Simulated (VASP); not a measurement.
All values below come from PBEsol GGA, VASP's PBE PAW potentials (set 64) (plane waves; VASP).

Input for VASP

File KPOINTS:
```
Automatic mesh
0
Gamma
10 10 10
0 0 0
```

### POSCAR
```
HfTe
1
    3.4897227052     0.0000000000    -0.0000000000
    0.0000000000     3.4897227052    -0.0000000000
   -0.0000000000     0.0000000000     3.4897227052
Hf Te
1 1
Direct
  0.0000000000   0.0000000000   0.0000000000
  0.5000000000   0.5000000000   0.5000000000
```

INCAR:
```
! general
SYSTEM =HfTe
PREC   =Accurate
ENCUT  =400
LREAL  =.FALSE.
LASPH  =.TRUE.

! electronic loop
EDIFF  =1E-6
NELM   =100
ALGO   =Normal
LMAXMIX=6

! smearing
ISMEAR =1
SIGMA  =0.1

! functional
GGA    =PS

! ions
IBRION =2
NSW    =60
ISIF   =3
EDIFFG =-0.01

! output
LWAVE  =.FALSE.
LCHARG =.FALSE.
```

POTCAR, in this order: Hf_pv Te (PBE.64 set). Program: vasp_std.

The resulting files:

### OSZICAR
```
       N       E                     dE             d eps       ncg     rms          rms(c)
DAV:   1     0.350357422750E+02    0.35036E+02   -0.68892E+03  1344   0.968E+02
DAV:   2    -0.138854783640E+02   -0.48921E+02   -0.46050E+02  1640   0.191E+02
DAV:   3    -0.157188938307E+02   -0.18334E+01   -0.18093E+01  1736   0.299E+01
DAV:   4    -0.157416854415E+02   -0.22792E-01   -0.22763E-01  1604   0.402E+00
DAV:   5    -0.157421376118E+02   -0.45217E-03   -0.45196E-03  1748   0.489E-01    0.358E+01
DAV:   6    -0.153674205666E+02    0.37472E+00   -0.69915E-01  1552   0.544E+00    0.233E+01
DAV:   7    -0.153207151309E+02    0.46705E-01   -0.35182E-01  1608   0.422E+00    0.170E+00
DAV:   8    -0.153068608820E+02    0.13854E-01   -0.58677E-02  1552   0.166E+00    0.338E-01
DAV:   9    -0.153068998946E+02   -0.39013E-04   -0.23267E-03  1664   0.405E-01    0.107E-01
DAV:  10    -0.153068977509E+02    0.21437E-05   -0.66132E-05  1624   0.591E-02    0.479E-02
DAV:  11    -0.153068994815E+02   -0.17306E-05   -0.10838E-05  1692   0.251E-02    0.178E-02
DAV:  12    -0.153068983911E+02    0.10904E-05   -0.26430E-06  1584   0.122E-02    0.202E-03
DAV:  13    -0.153068983126E+02    0.78432E-07   -0.13264E-07   936   0.324E-03
   1 F= -.15306898E+02 E0= -.15307187E+02  d E =-.153069E+02
```

OUTCAR:
```
------------------------ aborting loop because EDIFF is reached ----------------------------------------
  FORCE on cell =-STRESS in cart. coord.  units (eV):
  Direction    XX          YY          ZZ          XY          YZ          ZX
  --------------------------------------------------------------------------------------
  Total        0.0127795      0.0127795      0.0127795      0.0000000      0.0000000      0.0000000
  in kB        0.4817829      0.4817829      0.4817829      0.0000000      0.0000000      0.0000000
  external PRESSURE =       0.4817829 kB  Pullay stress =       0.0000000 kB
  volume of cell :       42.50
      direct lattice vectors                 reciprocal lattice vectors
     3.489722705  0.000000000  0.000000000     0.286555719  0.000000000  0.000000000
     0.000000000  3.489722705  0.000000000     0.000000000  0.286555719  0.000000000
     0.000000000  0.000000000  3.489722705     0.000000000  0.000000000  0.286555719
 POSITION                                       TOTAL-FORCE (eV/Angst)
 -----------------------------------------------------------------------------------
      0.00000      0.00000      0.00000         0.000000      0.000000      0.000000
      1.74486      1.74486      1.74486         0.000000      0.000000      0.000000
 -----------------------------------------------------------------------------------
    total drift:                               -0.000000      0.000000      0.000000
  FREE ENERGIE OF THE ION-ELECTRON SYSTEM (eV)
  ---------------------------------------------------
  free  energy   TOTEN  =       -15.3068983126 eV

  energy  without entropy=      -15.3077631567  energy(sigma->0) =      -15.30718659

 reached required accuracy - stopping structural energy minimisation
```
(Selected blocks of OUTCAR.)

The structure was generated: HfTe was put into the CsCl type type (Pm-3m), which need not be its known phase. It was relaxed first, which changed the volume by -37 %. The start is the result of an earlier pass.
